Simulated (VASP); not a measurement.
# TiO2 (Rutile): input slips in a relaxation and what they do, part 2 of 2

Some relaxations of TiO2 (Rutile) get a fault in the input on purpose. Which of them show, and how? The starting structure is a measured crystal structure from the Crystallography Open Database. The first relaxation on each setting starts from this cell expanded by 3 % in volume.

VASP 6.6.1.

Results so far: reference 10.36 Å³ an atom; the cell held fixed (ISIF = 2) 10.71 Å³ an atom.

### Step 5. Relaxation with only the volume free (ISIF = 7)

Level of this step: PBEsol; plane waves and PAW (Ti_sv, O) (VASP).

A slip made on purpose: only the volume free (ISIF = 7). Against step 2 the input has ISIF = 7 (also changed: NELM).

File INCAR:

```
SYSTEM = TiO2
PREC = Accurate
ENCUT = 520
EDIFF = 1E-06
NELM = 60
ISMEAR = 0
SIGMA = 0.03
LREAL = .FALSE.
ALGO = Normal
GGA = PS
NBANDS = 30
LASPH = .TRUE.
LORBIT = 11
LWAVE = .FALSE.
LCHARG = .FALSE.
KPAR = 8
IBRION = 2
NSW = 50
ISIF = 7
EDIFFG = -0.006
```

File POSCAR:

```
TiO2
1.0
    4.6376702839      0.0000000000      0.0000000000
    0.0000000000      4.6376702839      0.0000000000
    0.0000000000      0.0000000000      2.9866830925
Ti O
2 4
Direct
    0.5000000000      0.5000000000      0.5000000000
    0.0000000000      0.0000000000      0.0000000000
    0.8049600000      0.1950400000      0.5000000000
    0.6950400000      0.6950400000      0.0000000000
    0.1950400000      0.8049600000      0.5000000000
    0.3049600000      0.3049600000      0.0000000000
```

File KPOINTS:

```
Automatic mesh
0
Gamma
6 6 8
0 0 0
```

Potentials, in the order of the species: Ti_sv and O (PBE family, release 64).

Started as:

```console
$ mpirun -np 8 vasp_std
```

Output:

```text
[... set-up lines as in an earlier step ...]
 entering main loop
       N       E                     dE             d eps       ncg     rms          rms(c)
[... 15 cycles as in an earlier step ...]
   1 F= -.56047815E+02 E0= -.56047815E+02  d E =-.560478E+02
[... from here on, the cycles between the ionic steps are left out ...]
   2 F= -.56018621E+02 E0= -.56018621E+02  d E =0.291932E-01
   5 F= -.56100633E+02 E0= -.56100633E+02  d E =-.296014E-05
   9 F= -.56100640E+02 E0= -.56100640E+02  d E =-.936339E-05
  13 F= -.56100640E+02 E0= -.56100640E+02  d E =-.523611E-06
  17 F= -.56100640E+02 E0= -.56100640E+02  d E =0.739404E-06
  21 F= -.56100640E+02 E0= -.56100640E+02  d E =0.245524E-06
  25 F= -.56100640E+02 E0= -.56100640E+02  d E =-.142491E-06
  29 F= -.56100640E+02 E0= -.56100640E+02  d E =-.205217E-06
  33 F= -.56100640E+02 E0= -.56100640E+02  d E =0.262844E-09
  37 F= -.56100640E+02 E0= -.56100640E+02  d E =0.276941E-08
  41 F= -.56100640E+02 E0= -.56100640E+02  d E =0.185479E-06
  45 F= -.56100640E+02 E0= -.56100640E+02  d E =0.445479E-06
  49 F= -.56100640E+02 E0= -.56100640E+02  d E =-.212473E-06
  50 F= -.56100640E+02 E0= -.56100640E+02  d E =-.449762E-06
[...]
opt :   0.3533  next Energy=   -56.100642 (dE=-0.151E-05)
```

The job ended after 2 min (8 MPI ranks of Intel Xeon 6975P-C (Granite Rapids), shared host; peak memory 2 GiB).

From OUTCAR (step 5):

```text
  Total        0.2025728      0.2025728     -0.3609928     -0.0000000      0.0000000      0.0000000
  in kB        5.2264491      5.2264491     -9.3137383     -0.0000000      0.0000000      0.0000000
  external PRESSURE =       0.3797200 kB  Pullay stress =       0.0000000 kB

 POSITION                                       TOTAL-FORCE (eV/Angst)
 -----------------------------------------------------------------------------------
      2.29281      2.29281      1.47658        -0.000000      0.000000     -0.000000
      0.00000      0.00000      0.00000        -0.000000      0.000000     -0.000000
      3.69125      0.89438      1.47658        -0.054387      0.054387      0.000000
      3.18719      3.18719      0.00000         0.054387      0.054387      0.000000
      0.89438      3.69125      1.47658         0.054387     -0.054387     -0.000000
      1.39843      1.39843      0.00000        -0.054387     -0.054387     -0.000000
 -----------------------------------------------------------------------------------
    total drift:                                0.000000      0.000000     -0.000000

  FREE ENERGIE OF THE ION-ELECTRON SYSTEM (eV)
  ---------------------------------------------------
  free  energy   TOTEN  =       -56.1006404475 eV

  energy  without entropy=      -56.1006404475  energy(sigma->0) =      -56.10064045

[... 1 part as in an earlier step ...]

[... 2 further parts left out ...]
[key lines of the parts left out:]
E-fermi :   4.9925
```

Logs of long relaxations may skip ionic steps without a mark.

With only the volume free, forces and the rest of the stress can never meet EDIFFG, so the run used up its 50 ionic steps.

### Step 6. Relaxation with a smearing far too wide

A slip made on purpose: a smearing far too wide. Against step 2 the input has SIGMA = 2 (also changed: NELM).

Changes to INCAR since step 5:

```diff
@@ -6,3 +6,3 @@
 ISMEAR = 0
-SIGMA = 0.03
+SIGMA = 2
 LREAL = .FALSE.
@@ -18,3 +18,3 @@
 NSW = 50
-ISIF = 7
+ISIF = 3
 EDIFFG = -0.006
```

POSCAR is that of step 5.

KPOINTS is that of step 5.

Started as:

```console
$ mpirun -np 8 vasp_std
```

Output:

```text
[... set-up lines as in an earlier step ...]
 entering main loop
       N       E                     dE             d eps       ncg     rms          rms(c)
DAV:   1     0.658745909670E+03    0.65875E+03   -0.24579E+04  3000   0.188E+03
DAV:   2     0.337777193683E+02   -0.62497E+03   -0.59800E+03  3282   0.550E+02
DAV:   3    -0.681169302532E+02   -0.10189E+03   -0.97009E+02  4452   0.202E+02
DAV:   4    -0.726828265869E+02   -0.45659E+01   -0.45592E+01  4118   0.431E+01
[...]
DAV:  14    -0.569729989040E+02    0.56392E-04   -0.29763E-04  3810   0.173E-01    0.171E-02
DAV:  15    -0.569729979665E+02    0.93743E-06   -0.18172E-05  3886   0.289E-02    0.118E-02
DAV:  16    -0.569729974633E+02    0.50323E-06   -0.30856E-06  2444   0.149E-02
 -----------------------------------------------------------------------------
|                                                                             |
|           W    W    AA    RRRRR   N    N  II  N    N   GGGG   !!!           |
|           W    W   A  A   R    R  NN   N  II  NN   N  G    G  !!!           |
[...]
|     a few unoccupied bands to accelerate the convergence of                 |
|     molecular-dynamics runs (even for insulators or semiconductors),        |
|     since the presence of unoccupied bands improves wavefunction            |
|     prediction and helps to suppress 'band-crossings'.                      |
|                                                                             |
 -----------------------------------------------------------------------------

   1 F= -.56972997E+02 E0= -.55315720E+02  d E =-.569730E+02
[...]
|     Your highest band is occupied at some k-points! Unless you are          |
[... from here on, the cycles between the ionic steps are left out ...]
   2 F= -.56982389E+02 E0= -.55330861E+02  d E =-.939185E-02
[...]
|     Your highest band is occupied at some k-points! Unless you are          |
   3 F= -.56982533E+02 E0= -.55331914E+02  d E =-.953596E-02
   4 F= -.56982620E+02 E0= -.55324257E+02  d E =-.864905E-04
   5 F= -.56982646E+02 E0= -.55326713E+02  d E =-.113006E-03
   6 F= -.56982678E+02 E0= -.55328015E+02  d E =-.311359E-04
 trial-energy change:   -0.000031  1 .order   -0.000031   -0.000056   -0.000007
 step:   1.1053(harm=  1.1053)  dis= 0.00016  next Energy=   -56.982678 (dE=-0.320E-04)
 reached required accuracy - stopping structural energy minimisation
```

The job ended after 36 s (8 MPI ranks; peak memory 1.9 GiB).

From OUTCAR (step 6):

```text
  Total        0.0046549      0.0046549     -0.0080496     -0.0000000      0.0000000      0.0000000
  in kB        0.1168274      0.1168274     -0.2020278     -0.0000000      0.0000000      0.0000000
  external PRESSURE =       0.0105423 kB  Pullay stress =       0.0000000 kB

 POSITION                                       TOTAL-FORCE (eV/Angst)
 -----------------------------------------------------------------------------------
      2.31288      2.31288      1.49169         0.000000      0.000000      0.000000
      4.62575      4.62575      0.00000         0.000000      0.000000      0.000000
      3.71243      0.91333      1.49169        -0.000089      0.000089      0.000000
      3.22620      3.22620      2.98338         0.000089      0.000089      0.000000
      0.91333      3.71243      1.49169         0.000089     -0.000089     -0.000000
      1.39955      1.39955      0.00000        -0.000089     -0.000089     -0.000000
 -----------------------------------------------------------------------------------
    total drift:                                0.000000      0.000000      0.000000

  FREE ENERGIE OF THE ION-ELECTRON SYSTEM (eV)
  ---------------------------------------------------
  free  energy   TOTEN  =       -56.9826775645 eV

  energy  without entropy=      -53.6733522179  energy(sigma->0) =      -55.32801489

[... 2 parts as in an earlier step ...]

[... 2 further parts left out ...]
[key lines of the parts left out:]
E-fermi :   5.2992
```

With a smearing far too wide the cell ends at 10.640 Å³ an atom, +2.75 % from the reference.

### Step 7. All runs side by side

```
                            run            ended  volume (Å³/atom)  change (%)  pressure left (GPa)  core minutes
                      reference        converged            10.355           -                -0.04          5.89
           a cutoff far too low  stopped by VASP                 -           -                    -          1.39
 the cell held fixed (ISIF = 2)        converged            10.706        3.39                -7.47          2.48
only the volume free (ISIF = 7)    not converged                 -           -                    -          16.4
        a smearing far too wide        converged             10.64        2.75                  0.0           4.8
```

Core minutes are wall time times ranks, summed over the relaxations behind a row (those for a bulk modulus apart), on shared hosts.

### Step 8. What came out

* volume of the reference: 10.36 Å³/atom
* volume against the reference, the cell held fixed (ISIF = 2): +3.39 %
* volume against the reference, a smearing far too wide: +2.75 %
* run with a cutoff far too low: stopped by VASP
* run with only the volume free (ISIF = 7): not converged

In words: VASP stopped by itself in the run with a cutoff far too low. The run with only the volume free (ISIF = 7) didn't converge. Finished, but with signs in the output that stand out against the reference: the cell held fixed (ISIF = 2), with the volume kept at the input's, +3.4 % from the reference (signs: a stress of up to 9.8 GPa); a smearing far too wide, with the volume changed by +2.7 % (signs: a warning that the highest band is occupied, -0.7 GPa at the first ionic step (of the first relaxations, not shown; reference: -7.6 GPa) and a large entropy term in the energy). The reference was restarted once and the runs with a slip weren't, so their cells may not have settled fully. Further runs on this material are not shown.

[Lines on the potential files, build, host, timing and source positions are cut from VASP's logs without a mark.]

[Logs are printed without paths, hosts, clocks, repeated set-up lines and the standing remarks that a program may print on its own settings, such as how far it seeks lower states.]

[Hosts, paths, dates, database ids (printed as entryN), source tags and the programs' standing remarks are cut or masked in the printed files.]
